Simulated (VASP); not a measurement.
Method: PBEsol GGA, VASP's PBE PAW potentials (set 64) (plane waves; VASP).

The input files of a VASP run:

POSCAR:
```
Tm
1.0
  0.0000000000   2.4190931949   2.4190931949
  2.4190931949   0.0000000000   2.4190931949
  2.4190931949   2.4190931949   0.0000000000
Tm
1
Cartesian
  0.0000000000   0.0000000000   0.0000000000
```

### INCAR
```
! general
SYSTEM  = Tm
PREC    = Accurate
ENCUT   = 400   ! plane-wave cut-off (eV)
LREAL   = .FALSE.   ! projection in real space or not
LASPH   = .TRUE.   ! aspherical one-centre terms

! electronic loop
EDIFF   = 1E-7
NELM    = 100   ! most electronic steps
ALGO    = Normal   ! blocked Davidson
LMAXMIX = 6

! smearing
ISMEAR  = -5   ! tetrahedra, Bloechl

! functional
GGA     = PS   ! PBEsol

! ions
ISIF    = 2   ! forces and stress, cell fixed

! output
LWAVE   = .FALSE.
LCHARG  = .TRUE.
LORBIT  = 11   ! lm-projected
NEDOS   = 601
```

File KPOINTS:
```
Automatic mesh
0
Gamma
15 15 15
0 0 0
```

POTCAR, in this order: Tm_3 (PBE.64 set). Program: vasp_std.

What VASP printed:

OUTCAR:
```
 ion  position               nearest neighbor table
   1  0.000  0.000  0.000-
  LATTYP: Found a face centered cubic cell.
 ALAT       =     4.8381863898
 Subroutine PRICEL returns:
 Original cell was already a primitive cell.
 Subroutine GETGRP returns: Found 48 space group operations
The static configuration has the point symmetry O_h .
The dynamic configuration has the point symmetry O_h .
 Subroutine INISYM returns: Found 48 space group operations
 Subroutine IBZKPT returns following result:
 Found    120 irreducible k-points:

 Following reciprocal coordinates:
            Coordinates               Weight
  0.000000  0.000000  0.000000      1.000000
  0.066667  0.000000  0.000000      8.000000
  0.133333  0.000000  0.000000      8.000000
  0.200000  0.000000  0.000000      8.000000
  0.266667  0.000000  0.000000      8.000000
  0.333333  0.000000  0.000000      8.000000
  0.400000  0.000000  0.000000      8.000000
  0.466667  0.000000  0.000000      8.000000
  0.066667  0.066667  0.000000      6.000000
  0.133333  0.066667  0.000000     24.000000
  0.200000  0.066667  0.000000     24.000000
  0.266667  0.066667  0.000000     24.000000
  0.333333  0.066667  0.000000     24.000000
  0.400000  0.066667  0.000000     24.000000
  0.466667  0.066667  0.000000     24.000000
 -0.466667  0.066667  0.000000     24.000000
 -0.400000  0.066667  0.000000     24.000000
 -0.333333  0.066667  0.000000     24.000000
 -0.266667  0.066667  0.000000     24.000000
 -0.200000  0.066667  0.000000     24.000000
 -0.133333  0.066667  0.000000     24.000000
 -0.066667  0.066667  0.000000     12.000000
  0.133333  0.133333  0.000000      6.000000
  0.200000  0.133333  0.000000     24.000000
  0.266667  0.133333  0.000000     24.000000
  0.333333  0.133333  0.000000     24.000000
  0.400000  0.133333  0.000000     24.000000
  0.466667  0.133333  0.000000     24.000000
 -0.466667  0.133333  0.000000     24.000000
 -0.400000  0.133333  0.000000     24.000000
 -0.333333  0.133333  0.000000     24.000000
 -0.266667  0.133333  0.000000     24.000000
 -0.200000  0.133333  0.000000     24.000000
 -0.133333  0.133333  0.000000     12.000000
  0.200000  0.200000  0.000000      6.000000
  0.266667  0.200000  0.000000     24.000000
  0.333333  0.200000  0.000000     24.000000
  0.400000  0.200000  0.000000     24.000000
  0.466667  0.200000  0.000000     24.000000
 -0.466667  0.200000  0.000000     24.000000
   k-points           NKPTS =    120   k-points in BZ     NKDIM =    120   number of bands    NBANDS=      8
   number of dos      NEDOS =    601   number of ions     NIONS =      1
   total plane-waves  NPLWV =  13824
   dimension x,y,z NGX =    24 NGY =   24 NGZ =   24
   dimension x,y,z NGXF=    48 NGYF=   48 NGZF=   48
   ions per type =               1
   PREC   = accura    normal or accurate (medium, high low for compatibility)
   ISTART =      0    job   : 0-new  1-cont  2-samecut
   ICHARG =      2    charge: 1-file 2-atom 10-const
   ISPIN  =      1    spin polarized calculation?
   LNONCOLLINEAR =      F non collinear calculations
   LSORBIT =      F    spin-orbit coupling
   INIWAV =      1    electr: 0-lowe 1-rand  2-diag
   ENCUT  =  400.0 eV  29.40 Ry    5.42 a.u.   5.58  5.58  5.58*2*pi/ulx,y,z
   NELM   =    100;   NELMIN=  2; NELMDL= -5     # of ELM steps
   EDIFF  = 0.1E-06   stopping-criterion for ELM
   LREAL  =      F    real-space projection
   NLSPLINE    = F    spline interpolate recip. space projectors
   LMAXMIX     =    6 max onsite mixed and CHGCAR
   VOSKOWN=      0    Vosko Wilk Nusair interpolation
...
```

File OSZICAR:
```
       N       E                     dE             d eps       ncg     rms          rms(c)
DAV:   1     0.375721744068E+01    0.37572E+01   -0.41637E+03  1992   0.812E+02
DAV:   2    -0.459250367895E+01   -0.83497E+01   -0.81426E+01  2576   0.922E+01
DAV:   3    -0.485949006613E+01   -0.26699E+00   -0.25705E+00  2696   0.102E+01
DAV:   4    -0.486305462125E+01   -0.35646E-02   -0.35225E-02  2840   0.958E-01
DAV:   5    -0.486305824940E+01   -0.36282E-05   -0.35909E-05  2800   0.358E-02    0.165E+01
DAV:   6    -0.486661390666E+01   -0.35557E-02   -0.15815E-02  2912   0.152E+00    0.980E+00
DAV:   7    -0.487565498456E+01   -0.90411E-02   -0.25437E-02  2928   0.191E+00    0.245E-01
DAV:   8    -0.487545128464E+01    0.20370E-03   -0.10547E-03  2888   0.334E-01    0.462E-02
DAV:   9    -0.487545233726E+01   -0.10526E-05   -0.23107E-05  3048   0.507E-02    0.847E-03
DAV:  10    -0.487544943919E+01    0.28981E-05   -0.28435E-06  2864   0.179E-02    0.604E-03
DAV:  11    -0.487544960965E+01   -0.17046E-06   -0.12527E-07  1344   0.385E-03    0.717E-04
DAV:  12    -0.487544969082E+01   -0.81173E-07   -0.25616E-08  1176   0.187E-03
   1 F= -.48754497E+01 E0= -.48754497E+01  d E =0.000000E+00
```

### OUTCAR
```
------------------------ aborting loop because EDIFF is reached ----------------------------------------
  FORCE on cell =-STRESS in cart. coord.  units (eV):
  Direction    XX          YY          ZZ          XY          YZ          ZX
  --------------------------------------------------------------------------------------
  Total       -0.0109594     -0.0109594     -0.0109594     -0.0000000     -0.0000000      0.0000000
  in kB       -0.6201662     -0.6201662     -0.6201662     -0.0000000     -0.0000000      0.0000000
  external PRESSURE =      -0.6201662 kB  Pullay stress =       0.0000000 kB
  volume of cell :       28.31
      direct lattice vectors                 reciprocal lattice vectors
     0.000000000  2.419093195  2.419093195    -0.206689019  0.206689019  0.206689019
     2.419093195  0.000000000  2.419093195     0.206689019 -0.206689019  0.206689019
     2.419093195  2.419093195  0.000000000     0.206689019  0.206689019 -0.206689019
 POSITION                                       TOTAL-FORCE (eV/Angst)
 -----------------------------------------------------------------------------------
      0.00000      0.00000      0.00000         0.000000      0.000000      0.000000
 -----------------------------------------------------------------------------------
    total drift:                               -0.000000      0.000000     -0.000000
  FREE ENERGIE OF THE ION-ELECTRON SYSTEM (eV)
  ---------------------------------------------------
  free  energy   TOTEN  =        -4.8754496908 eV

  energy  without entropy=       -4.8754496908  energy(sigma->0) =       -4.87544969

 total charge

# of ion       s       p       d       tot
------------------------------------------
    1        0.574   6.569   1.176   8.319
```
(Selected blocks of OUTCAR.)

The 4f electrons are frozen in the core of the lanthanide potential, so 4f levels, which can set the real gap, and their magnetism are missing. For a metal the tetrahedron method with Blöchl corrections gives inexact stress and forces.

The structure was generated: Tm was put into the fcc type (Fm-3m), which need not be its known phase. It was relaxed first, which changed the volume by -6 %.
